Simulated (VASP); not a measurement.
Given:

```
WS2
1.0
    1.58523    -2.74569     0.00000
    1.58523     2.74569     0.00000
    0.00000     0.00000    12.35770
W S
2 4
Direct
  0.33333   0.66667   0.25000
  0.66667   0.33333   0.75000
  0.33333   0.66667   0.87764
  0.66667   0.33333   0.37764
  0.66667   0.33333   0.12236
  0.33333   0.66667   0.62236
```

Calculation: rev-vdW-DF2, VASP's PBE PAW potentials (set 64) (plane waves; VASP 6.6.1). Numerical set-up: 520 eV cut-off, 9×9×2 Γ-centred mesh, tetrahedra with Blöchl corrections, potentials W_sv S.

The cores are frozen, which limits the accuracy of field gradients.

Q: Give the principal components of the electric field gradient (V/Å²) and the asymmetry η at each nucleus.

A: 
```
atom   Vxx   Vyy     Vzz     η
----  ----  ----  ------  ----
W1    77.3  77.3  -154.7  0.00
W2    77.3  77.3  -154.7  0.00
S3    21.3  21.3   -42.5  0.00
S4    21.3  21.3   -42.5  0.00
S5    21.3  21.3   -42.5  0.00
S6    21.3  21.3   -42.5  0.00
```

The compound is WS2 in the 2H layered structure. It was relaxed first.
